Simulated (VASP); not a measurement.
Data:

```
CELL_PARAMETERS angstrom
      0.00000     1.69555     1.69555
      1.69555     0.00000     1.69555
      1.69555     1.69555     0.00000
ATOMIC_POSITIONS crystal
  Ni 0.00000 0.00000 0.00000
```
Starting moments (μB, in the order of the record's atoms Ni): 0.8.

Level of theory: MS2 meta-GGA, VASP's PBE PAW potentials (set 64) (plane waves; VASP). Settings: 520 eV cut-off, 18×18×18 Γ-centred mesh, first-order Methfessel-Paxton smearing of 0.10 eV, potentials Ni.

Task: What does the run give for the cell moment, energy per atom (σ→0), pressure, band gap (on the k-mesh) with the smallest direct gap where there is one?

Result: 
The band gap (on the k-mesh) is none (metal, semimetal or under 0.01 eV) and the cell moment is 0.73 μB. The energy per atom (σ→0) is -7.761 eV/atom and the pressure comes out as 15.87 GPa.

Task: Give the moment on each site (PAW-sphere projection).

Result: 
```
site  moment (μB)
----  -----------
Ni1          0.74
```

Total energies compare only between runs with the same potentials, cut-off and functional.

The compound is Ni in the fcc structure. This cell is one point of a volume scan, at 0.94 of the reference volume.
